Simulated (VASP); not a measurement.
# OInBr2H in VASP: reference runs

How does OInBr2H come out in PBE? The cell is run as given.

Program: VASP 6.6.1. These are calculated values, not measurements. Logs are shortened: lines on timing, memory, paths and dates and some standing lists are left out, and cuts for length are marked.

## Step 1: The molecule as given

The cell holds a molecule in a box, 5 atoms: a = 13.000 Å, b = 13.000 Å, c = 12.000 Å, α = 90.00°, β = 90.00°, γ = 90.00°.

## Step 2: Single point, PBE

File INCAR:

```
PREC = Accurate ; ENCUT = 520
EDIFF = 1E-7 ; ISMEAR = 0
SIGMA = 0.01 ; LREAL = False
LASPH = True ; NELM = 60
ALGO = Normal ; ISIF = 2
LWAVE = False ; LCHARG = False
GGA = PE ; NBANDS = 25
```

File KPOINTS:

```
regular mesh
0
Gamma
  1 1 1
```

File POSCAR:

```
InHBr2O
1.0
   13.0000000000      0.0000000000      0.0000000000
    0.0000000000     13.0000000000      0.0000000000
    0.0000000000      0.0000000000     12.0000000000
O In Br H
1 1 2 1
Direct
    0.4860500000      0.6097807700      0.5136916700
    0.4951423100      0.4591423100      0.5067583300
    0.6378192300      0.3718500000      0.6005083300
    0.3641807700      0.3642269200      0.4051583300
    0.5417500000      0.6390038500      0.5558833300
```

Potentials or basis: VASP PAW PBE potentials, release 64 (O, In_d, Br, H).

Started as:

```console
> cat potpaw_PBE.64/O/POTCAR potpaw_PBE.64/In_d/POTCAR potpaw_PBE.64/Br/POTCAR potpaw_PBE.64/H/POTCAR > POTCAR
> mpirun -np 1 vasp_gam > vasp.out
```

OUTCAR:

```text
PREC = Accurate
   ENCUT = 520
   EDIFF = 1E-7
   ISMEAR = 0
   LREAL = False
   LASPH = True
   NELM = 60
   ISIF = 2
   GGA = PE

 ion  position               nearest neighbor table
   1  0.486  0.610  0.514-   5 0.96   2 1.96
   2  0.495  0.459  0.507-   1 1.96   4 2.43   3 2.45
   3  0.638  0.372  0.601-   2 2.45
   4  0.364  0.364  0.405-   2 2.43
   5  0.542  0.639  0.556-   1 0.96

  LATTYP: Found a simple tetragonal cell.
 ALAT       =    13.0000000000
 C/A-ratio  =     0.9230769231

  Lattice vectors:

 A1 = (  13.0000000000,   0.0000000000,   0.0000000000)
 A2 = (   0.0000000000,  13.0000000000,   0.0000000000)
 A3 = (   0.0000000000,   0.0000000000,  12.0000000000)

Analysis of symmetry for initial positions (statically):
=====================================================================
 Subroutine PRICEL returns:
 Original cell was already a primitive cell.

 Routine SETGRP: Setting up the symmetry group for a
 simple tetragonal supercell.

 Subroutine GETGRP returns: Found  1 space group operations
 (whereof  1 operations were pure point group operations)
 out of a pool of 16 trial point group operations.

The static configuration has the point symmetry C_1 .

Analysis of symmetry for dynamics (positions and initial velocities):
=====================================================================
 Subroutine PRICEL returns:
 Original cell was already a primitive cell.

 Routine SETGRP: Setting up the symmetry group for a
 simple tetragonal supercell.

 Subroutine GETGRP returns: Found  1 space group operations
 (whereof  1 operations were pure point group operations)
 out of a pool of 16 trial point group operations.

The dynamic configuration has the point symmetry C_1 .

 Subroutine INISYM returns: Found  1 space group operations
 (whereof  1 operations are pure point group operations),
 and found     1 'primitive' translations

----------------------------------------------------------------------------------------

                                     Primitive cell

  volume of cell :    2028.0000

  direct lattice vectors                    reciprocal lattice vectors
    13.000000000  0.000000000  0.000000000     0.076923077  0.000000000  0.000000000
     0.000000000 13.000000000  0.000000000     0.000000000  0.076923077  0.000000000
     0.000000000  0.000000000 12.000000000     0.000000000  0.000000000  0.083333333

  length of vectors
    13.000000000 13.000000000 12.000000000     0.076923077  0.076923077  0.083333333

  position of ions in fractional coordinates (direct lattice)
     0.486050000  0.609780770  0.513691670
     0.495142310  0.459142310  0.506758330
     0.637819230  0.371850000  0.600508330
     0.364180770  0.364226920  0.405158330
     0.541750000  0.639003850  0.555883330

  ion indices of the primitive-cell ions
   primitive index   ion index
                 1           1
                 2           2
                 3           3
                 4           4
                 5           5

----------------------------------------------------------------------------------------

 KPOINTS: regular mesh

Automatic generation of k-mesh.
 Grid dimensions read from file:
 generate k-points for:    1    1    1

 Generating k-lattice:

  Cartesian coordinates                     Fractional coordinates (reciprocal lattice)
     0.076923077  0.000000000  0.000000000     1.000000000  0.000000000  0.000000000
     0.000000000  0.076923077  0.000000000     0.000000000  1.000000000  0.000000000
     0.000000000  0.000000000  0.083333333     0.000000000  0.000000000  1.000000000

  Length of vectors
     0.076923077  0.076923077  0.083333333

  Shift w.r.t. Gamma in fractional coordinates (k-lattice)
     0.000000000  0.000000000  0.000000000

 Subroutine IBZKPT returns following result:
 ===========================================

 Found      1 irreducible k-points:

 Following reciprocal coordinates:
            Coordinates               Weight
  0.000000  0.000000  0.000000      1.000000
   k-points           NKPTS =      1   k-points in BZ     NKDIM =      1   number of bands    NBANDS=     25
   number of dos      NEDOS =    301   number of ions     NIONS =      5
   total plane-waves  NPLWV = 864360
   dimension x,y,z NGX =    98 NGY =   98 NGZ =   90
   dimension x,y,z NGXF=   196 NGYF=  196 NGZF=  180
   ions per type =               1   1   2   1
   NGX,Y,Z   is equivalent  to a cutoff of  12.53, 12.53, 12.47 a.u.
   NGXF,Y,Z  is equivalent  to a cutoff of  25.06, 25.06, 24.94 a.u.
 SYSTEM =  unknown system
   PREC   = accura    normal or accurate (medium, high low for compatibility)
   ISTART =      0    job   : 0-new  1-cont  2-samecut
   ICHARG =      2    charge: 1-file 2-atom 10-const
   ISPIN  =      1    spin polarized calculation?
   LNONCOLLINEAR =      F non collinear calculations
   LSORBIT =      F    spin-orbit coupling
   LASPH  =      T    aspherical Exc in radial PAW
   ENCUT  =  520.0 eV  38.22 Ry    6.18 a.u.  24.17 24.17 22.31*2*pi/ulx,y,z
   NELM   =     60;   NELMIN=  2; NELMDL= -5     # of ELM steps
   EDIFF  = 0.1E-06   stopping-criterion for ELM
   LREAL  =      F    real-space projection
   EDIFFG = 0.1E-05   stopping-criterion for IOM
   NSW    =      0    number of steps for IOM
   IBRION =     -1    ionic relax: 0-MD 1-quasi-New 2-CG
   NFREE  =      0    steps in history (QN), initial steepest desc. (CG)
   ISIF   =      2    stress and relaxation
   ISYM   =      2    0-nonsym 1-usesym 2-fastsym
   POTIM  = 0.5000    time-step for ionic-motion
   TEBEG  =    0.0;   TEEND  =   0.0 temperature during run
   PSTRESS=    0.0 pullay stress
   NELECT =      34.0000    total number of electrons
   NUPDOWN=      -1.0000    fix difference up-down
   EMIN   =  10.00;   EMAX   =-10.00  energy-range for DOS
   EFERMI =   0.00;   METHOD = LEGACY
   ISMEAR =     0;   SIGMA  =   0.01  broadening in eV -4-tet -1-fermi 0-gaus
   EFERMI_NEDOS =   21; number of points for ismear=-14 and -15
   IALGO  =     38    algorithm
   IMIX   =      4    mixing-type and parameters
     AMIX     =   0.40;   BMIX     =  1.00
     AMIX_MAG =   1.60;   BMIX_MAG =  1.00
  volume/ion in A,a.u.               =     405.60      2737.12
  Fermi-wavevector in a.u.,A,eV,Ry     =   0.418998  0.791791  2.388628  0.175559
  Thomas-Fermi vector in A             =   1.380257
   LORBIT       =      0    0 simple, 1 ext, 2 COOP (PROOUT), +10 PAW based schemes
   GGA     = PE    functional components
   LHFCALC =     F    Hartree Fock is set to
   AEXX    =    0.0000 exact exchange contribution
   IVDW    =     0    specifies the selected vdW correction
   LEPSILON=     F    determine dielectric tensor
   LRPA    =     F    only Hartree local field effects (RPA)
 non-spin polarized calculation
 Gauss-broadening in eV      SIGMA  =   0.01
  energy-cutoff  :      520.00
  volume of cell :     2028.00
 maximum number of plane-waves:     27285
 NGX is ok and might be reduce to    98
   NGX = 49   NGY = 49   NGZ = 45

 number of electron      34.0000014 magnetization

 Free energy of the ion-electron system (eV)
  ---------------------------------------------------
  ext. energy  EPLUGINS =         0.00000000
  ---------------------------------------------------
  free energy    TOTEN  =       -17.93071262 eV

  energy without entropy =      -17.93071262  energy(sigma->0) =      -17.93071262

 E-fermi :  -6.9308     XC(G=0):  -0.9228

 val. band max:       -6.9802225556   @ k =   0.0000   0.0000   0.0000
 cond. band min:      -3.1127576004   @ k =   0.0000   0.0000   0.0000
 fundamental gap:      3.8674649552
 Fermi energy:        -6.9307903034

 k-point     1 :       0.0000    0.0000    0.0000
  band No.  band energies     occupation
      1     -24.4000      2.00000
      2     -20.4822      2.00000
      3     -20.3714      2.00000
      4     -19.7940      2.00000
      5     -19.7083      2.00000
      6     -19.5402      2.00000
      7     -18.9936      2.00000
      8     -18.8042      2.00000
      9     -11.7442      2.00000
     10     -10.0266      2.00000
     11      -8.4629      2.00000
     12      -7.8737      2.00000
     13      -7.6122      2.00000
     14      -7.1010      2.00000
     15      -7.0637      2.00000
     16      -7.0356      2.00000
     17      -6.9802      2.00000
     18      -3.1128      0.00000
     19      -1.7755      0.00000
     20      -0.3493      0.00000
     21       0.0162      0.00000
     22       0.2180      0.00000
     23       0.7899      0.00000
     24       0.8621      0.00000
     25       0.9606      0.00000

------------------------ aborting loop because EDIFF is reached ----------------------------------------

  FORCE on cell =-STRESS in cart. coord.  units (eV):
  Direction    XX          YY          ZZ          XY          YZ          ZX
  --------------------------------------------------------------------------------------
  -------------------------------------------------------------------------------------
  Total        1.1188344      1.6413709      0.4718752      0.0718830      0.1854952      0.7795576
  in kB        0.8839108      1.2967294      0.3727948      0.0567896      0.1465465      0.6158725
  external PRESSURE =       0.8511450 kB  Pullay stress =       0.0000000 kB

 VOLUME and BASIS-vectors are now :
 -----------------------------------------------------------------------------
  energy-cutoff  :      520.00
  volume of cell :     2028.00
      direct lattice vectors                 reciprocal lattice vectors
    13.000000000  0.000000000  0.000000000     0.076923077  0.000000000  0.000000000
     0.000000000 13.000000000  0.000000000     0.000000000  0.076923077  0.000000000
     0.000000000  0.000000000 12.000000000     0.000000000  0.000000000  0.083333333

 POSITION                                       TOTAL-FORCE (eV/Angst)
 -----------------------------------------------------------------------------------
      6.31865      7.92715      6.16430        -0.528617      0.382851     -0.316249
      6.43685      5.96885      6.08110         0.031945     -0.335046     -0.005326
      8.29165      4.83405      7.20610         0.242331     -0.154330      0.146946
      4.73435      4.73495      4.86190        -0.220281     -0.146156     -0.157441
      7.04275      8.30705      6.67060         0.474621      0.252680      0.332070
 -----------------------------------------------------------------------------------
    total drift:                                0.001081      0.000185     -0.000226

  FREE ENERGIE OF THE ION-ELECTRON SYSTEM (eV)
  ---------------------------------------------------
  free  energy   TOTEN  =       -17.9307126203 eV

  energy  without entropy=      -17.9307126203  energy(sigma->0) =      -17.93071262
```

It took 3.7 min on 1 thread of Intel Xeon Platinum 8259CL at 2.50GHz (Skylake/Cascade Lake), shared host; peak memory 1.4 GiB.

What came out:

* Free energy: -17.9307 eV
* Largest force: 0.725 eV/Å
* Gap between the frontier levels: 3.87 eV

Forces in eV/Å, atoms in the order of the input:
```
O   -0.529  0.383 -0.316
In   0.032 -0.335 -0.005
Br   0.242 -0.154  0.147
Br  -0.220 -0.146 -0.157
H    0.475  0.253  0.332
```

Levels at points of the mesh, in eV from the valence-band top:
```tsv
k point	band 15	band 16	band 17	band 18	band 19	band 20
(0.00, 0.00, 0.00)	-0.08	-0.06	0.00	3.87	5.20	6.63
```

Caveat: spin-orbit coupling is left out, which moves the levels of the heavy elements.
